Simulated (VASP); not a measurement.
# TiCoN2 (P6_3/mmc) in VASP: equation of state, part 2 of 2

VASP 6.6.1. Earlier steps stand in the parts before.

**5. Equation of state, PBE, collinear spin, ferromagnetic start, 9.03 Å³/atom (volume scaled by 1.02)**

Input file INCAR:

```
SYSTEM = TiCoN2
  PREC = Accurate
  ENCUT = 520
  EDIFF = 1E-7
  ISMEAR = -1
  SIGMA = 0.05
  LREAL = .FALSE.
  LASPH = .TRUE.
  NELM = 120
  ALGO = Normal
  ISIF = 2
  LWAVE = .FALSE.
  LCHARG = .FALSE.
  ISPIN = 2
  MAGMOM = 2 2 1 1 0 0 0 0
  LORBIT = 11
  LMAXMIX = 4
  GGA = PE
  NBANDS = 45
```

Input file KPOINTS:

```
Automatic mesh
0
G
  10 10 3
  0 0 0
```

Input file POSCAR:

```
TiCoN2
1.0
    2.9663854587      0.0000000000      0.0000000000
   -1.4831927293      2.5689651646      0.0000000000
    0.0000000000      0.0000000000      9.4826234870
Co Ti N
2 2 4
Direct
    0.0000000000      0.0000000000      0.5000000000
    0.0000000000      0.0000000000      0.0000000000
    0.3333333333      0.6666666667      0.7500000000
    0.6666666667      0.3333333333      0.2500000000
    0.6666666667      0.3333333333      0.6167250000
    0.3333333333      0.6666666667      0.3832750000
    0.3333333333      0.6666666667      0.1167250000
    0.6666666667      0.3333333333      0.8832750000
```

Potentials or basis: VASP PAW PBE potentials, release 64 (Co, Ti_sv, N).

Command:

```bash
cat potpaw_PBE.64/Co/POTCAR potpaw_PBE.64/Ti_sv/POTCAR potpaw_PBE.64/N/POTCAR > POTCAR
mpirun -np 1 vasp_std > vasp.out
```

OUTCAR:

```text
SYSTEM = TiCoN2
   PREC = Accurate
   ENCUT = 520
   EDIFF = 1E-7
   ISMEAR = -1
   LREAL = .FALSE.
   LASPH = .TRUE.
   NELM = 120
   ISIF = 2
   ISPIN = 2
   LORBIT = 11
   GGA = PE

 Found     28 irreducible k-points:

 Following reciprocal coordinates:
            Coordinates               Weight
  0.000000  0.000000  0.000000      1.000000
  0.100000 -0.000000  0.000000      6.000000
  0.200000 -0.000000  0.000000      6.000000
  0.300000 -0.000000  0.000000      6.000000
  0.400000  0.000000  0.000000      6.000000
  0.500000 -0.000000  0.000000      3.000000
   k-points           NKPTS =     28   k-points in BZ     NKDIM =     28   number of bands    NBANDS=     45
   number of dos      NEDOS =    301   number of ions     NIONS =      8
   total plane-waves  NPLWV =  41472
   dimension x,y,z NGX =    24 NGY =   24 NGZ =   72
   dimension x,y,z NGXF=    48 NGYF=   48 NGZF=  144
   ions per type =               2   2   4
   NGX,Y,Z   is equivalent  to a cutoff of  13.45, 13.45, 12.62 a.u.
   NGXF,Y,Z  is equivalent  to a cutoff of  26.90, 26.90, 25.25 a.u.
 SYSTEM =  TiCoN2
   PREC   = accura    normal or accurate (medium, high low for compatibility)
   ISTART =      0    job   : 0-new  1-cont  2-samecut
   ICHARG =      2    charge: 1-file 2-atom 10-const
   ISPIN  =      2    spin polarized calculation?
   LNONCOLLINEAR =      F non collinear calculations
   LSORBIT =      F    spin-orbit coupling
   LASPH  =      T    aspherical Exc in radial PAW
   ENCUT  =  520.0 eV  38.22 Ry    6.18 a.u.   5.52  5.52 17.63*2*pi/ulx,y,z
   NELM   =    120;   NELMIN=  2; NELMDL= -5     # of ELM steps
   EDIFF  = 0.1E-06   stopping-criterion for ELM
   LREAL  =      F    real-space projection
   EDIFFG = 0.1E-05   stopping-criterion for IOM
   NSW    =      0    number of steps for IOM
   IBRION =     -1    ionic relax: 0-MD 1-quasi-New 2-CG
   NFREE  =      0    steps in history (QN), initial steepest desc. (CG)
   ISIF   =      2    stress and relaxation
   ISYM   =      2    0-nonsym 1-usesym 2-fastsym
   POTIM  = 0.5000    time-step for ionic-motion
   TEBEG  =    0.0;   TEEND  =   0.0 temperature during run
   PSTRESS=    0.0 pullay stress
   NELECT =      62.0000    total number of electrons
   NUPDOWN=      -1.0000    fix difference up-down
[... 327 lines left out ...]
      1     -47.0785      1.00000
      2     -47.0783      1.00000
      3     -23.4567      1.00000
      4     -23.4501      1.00000
      5     -23.0919      1.00000
      6     -23.0919      1.00000
[... 265 lines left out ...]
     42      14.1119      0.00000
     43      14.9316      0.00000

 [... further k-points ...]

 [bands above 43 left out]

------------------------ aborting loop because EDIFF is reached ----------------------------------------

  FORCE on cell =-STRESS in cart. coord.  units (eV):
  Direction    XX          YY          ZZ          XY          YZ          ZX
  --------------------------------------------------------------------------------------
  -------------------------------------------------------------------------------------
  Total       -3.2207470     -3.2207470     -2.7290109     -0.0000000      0.0000000     -0.0000000
  in kB      -71.4089906    -71.4089906    -60.5064318     -0.0000000      0.0000000     -0.0000000
  external PRESSURE =     -67.7748043 kB  Pullay stress =       0.0000000 kB

 VOLUME and BASIS-vectors are now :
 -----------------------------------------------------------------------------
  energy-cutoff  :      520.00
  volume of cell :       72.26
      direct lattice vectors                 reciprocal lattice vectors
     2.966385459  0.000000000  0.000000000     0.337110606  0.194630899  0.000000000
    -1.483192729  2.568965165  0.000000000     0.000000000  0.389261798  0.000000000
     0.000000000  0.000000000  9.482623487     0.000000000  0.000000000  0.105456048

 POSITION                                       TOTAL-FORCE (eV/Angst)
 -----------------------------------------------------------------------------------
      0.00000      0.00000      4.74131         0.000000      0.000000      0.000000
      0.00000      0.00000      0.00000         0.000000      0.000000      0.000000
     -0.00000      1.71264      7.11197        -0.000000      0.000000     -0.000000
      1.48319      0.85632      2.37066         0.000000     -0.000000     -0.000000
      1.48319      0.85632      5.84817         0.000000     -0.000000      0.004213
     -0.00000      1.71264      3.63445        -0.000000      0.000000     -0.004213
     -0.00000      1.71264      1.10686        -0.000000      0.000000      0.004213
      1.48319      0.85632      8.37576        -0.000000      0.000000     -0.004213
 -----------------------------------------------------------------------------------
    total drift:                                0.000000      0.000000      0.000000

  FREE ENERGIE OF THE ION-ELECTRON SYSTEM (eV)
  ---------------------------------------------------
  free  energy   TOTEN  =       -67.3597921947 eV

  energy  without entropy=      -67.3113498081  energy(sigma->0) =      -67.33557100

 total charge

# of ion       s       p       d       tot
------------------------------------------
    1        0.385   0.569   7.358   8.313
    2        0.385   0.569   7.358   8.313
    3        2.182   6.195   1.970  10.347
    4        2.182   6.195   1.970  10.347
    5        1.246   2.443   0.000   3.689
    6        1.246   2.443   0.000   3.689
    7        1.246   2.443   0.000   3.689
    8        1.246   2.443   0.000   3.689
--------------------------------------------------
tot         10.120  23.300  18.657  52.077

 magnetization (x)

# of ion       s       p       d       tot
------------------------------------------
    1       -0.000  -0.000  -0.000  -0.000
    2       -0.000  -0.000  -0.000  -0.000
    3        0.000   0.000   0.000   0.000
    4        0.000   0.000   0.000   0.000
    5       -0.000   0.000   0.000   0.000
    6       -0.000   0.000   0.000   0.000
    7       -0.000   0.000   0.000   0.000
    8       -0.000   0.000   0.000   0.000
--------------------------------------------------
tot         -0.000   0.000   0.000   0.000
```

Wall time 2.3 min (1 thread of Intel Xeon 6975P-C (Granite Rapids), shared host); peak memory 0.31 GiB.

What came out:

```yaml
Free_energy: -67.3598 eV
Pressure: -6.8 GPa
Largest_force: 0.004 eV/Å
Band_gap_on_the_k_mesh: none (metal or under the smearing width)
Net_moment: 0.00 μB per cell
Valence_electrons_inside_the_program's_atomic_spheres: Co 8.31; Ti 10.35; N 3.69
```

Caveat: the starting moments collapsed, and a magnetic state may lie lower.

**6. Equation of state, PBE, collinear spin, ferromagnetic start, 9.21 Å³/atom (volume scaled by 1.04)**

Input file INCAR:

```
ALGO = Normal
EDIFF = 1E-7
ENCUT = 520
GGA = PE
ISIF = 2
ISMEAR = -1
ISPIN = 2
LASPH = True
LCHARG = False
LMAXMIX = 4
LORBIT = 11
LREAL = False
LWAVE = False
MAGMOM = 2 2 1 1 0 0 0 0
NBANDS = 45
NELM = 120
PREC = Accurate
SIGMA = 0.05
```

Input file KPOINTS:

```
k-points
0
Gamma
  10 10 3
```

Changes to POSCAR since step 5:

```diff
@@ -2,5 +2,5 @@
 1.0
-    2.9663854587      0.0000000000      0.0000000000
-   -1.4831927293      2.5689651646      0.0000000000
-    0.0000000000      0.0000000000      9.4826234870
+    2.9856482417      0.0000000000      0.0000000000
+   -1.4928241208      2.5856472240      0.0000000000
+    0.0000000000      0.0000000000      9.5442006896
 Co Ti N
```

Potentials or basis: VASP PAW PBE potentials, release 64 (Co, Ti_sv, N).

Command:

```bash
cat potpaw_PBE.64/Co/POTCAR potpaw_PBE.64/Ti_sv/POTCAR potpaw_PBE.64/N/POTCAR > POTCAR
mpirun -np 1 vasp_std > vasp.out
```

Wall time 2.3 min (1 thread of Intel Xeon 6975P-C (Granite Rapids), shared host); peak memory 0.31 GiB.

Results (log left out):

- Free energy: -67.2802 eV
- Pressure: -11.4 GPa
- Largest force: 0.061 eV/Å
- Band gap on the k mesh: none (metal or under the smearing width)
- Net moment: 0.00 μB per cell
- Valence electrons inside the program's atomic spheres: Co 8.27; Ti 10.31; N 3.68

Caveat: the starting moments collapsed, and a magnetic state may lie lower.

**7. Equation of state, PBE, collinear spin, ferromagnetic start, 9.39 Å³/atom (volume scaled by 1.06)**

Input file INCAR:

```
SYSTEM = TiCoN2
PREC = Accurate ; ENCUT = 520
EDIFF = 1E-7 ; ISMEAR = -1
SIGMA = 0.05 ; LREAL = .False.
LASPH = .True. ; NELM = 150
ALGO = Normal ; ISIF = 2
LWAVE = .False. ; LCHARG = .False.
ISPIN = 2 ; MAGMOM = 2 2 1 1 0 0 0 0
LORBIT = 11 ; LMAXMIX = 4
GGA = PE ; NBANDS = 45
```

Input file KPOINTS:

```
regular mesh
0
Gamma
  10 10 3
  0 0 0
```

Changes to POSCAR since step 6:

```diff
@@ -2,5 +2,5 @@
 1.0
-    2.9856482417      0.0000000000      0.0000000000
-   -1.4928241208      2.5856472240      0.0000000000
-    0.0000000000      0.0000000000      9.5442006896
+    3.0046656222      0.0000000000      0.0000000000
+   -1.5023328111      2.6021167587      0.0000000000
+    0.0000000000      0.0000000000      9.6049934158
 Co Ti N
```

Command:

```bash
cat potpaw_PBE.64/Co/POTCAR potpaw_PBE.64/Ti_sv/POTCAR potpaw_PBE.64/N/POTCAR > POTCAR
mpirun -np 1 vasp_std > vasp.out
```

Run time: 2.5 min. Hardware: 1 thread of Intel Xeon 6975P-C (Granite Rapids), shared host; peak memory 0.32 GiB.

The run converged. Its results:

```
Free energy                                           : -67.1619 eV
Pressure                                              : -15.5 GPa
Largest force                                         : 0.116 eV/Å
Band gap on the k mesh                                : none (metal or under the smearing width)
Net moment                                            : 0.00 μB per cell
Valence electrons inside the program's atomic spheres : Co 8.22; Ti 10.28; N 3.66
```

Caveat: the starting moments collapsed, and a magnetic state may lie lower.

**8. Equation of state, PBE, collinear spin, ferromagnetic start**

This step only gathers the single runs of the series.

What came out:

```
Equilibrium volume                        : 8.81 Å³/atom
Bulk modulus at fixed shape and positions : 278 GPa
Pressure derivative of the bulk modulus   : 4.4
```

Energy against volume, from the lowest point:
```
volume (Å³/atom)  energy (meV/atom)
           8.324              25.18
           8.501               9.58
           8.679               1.44
           8.856               0.00
           9.033               4.56
           9.210              14.51
           9.387              29.29
```

Caveat: the cell was scaled at fixed shape and fractional positions, which overstates the stiffness of a crystal with free parameters, most of all of layers and chains.
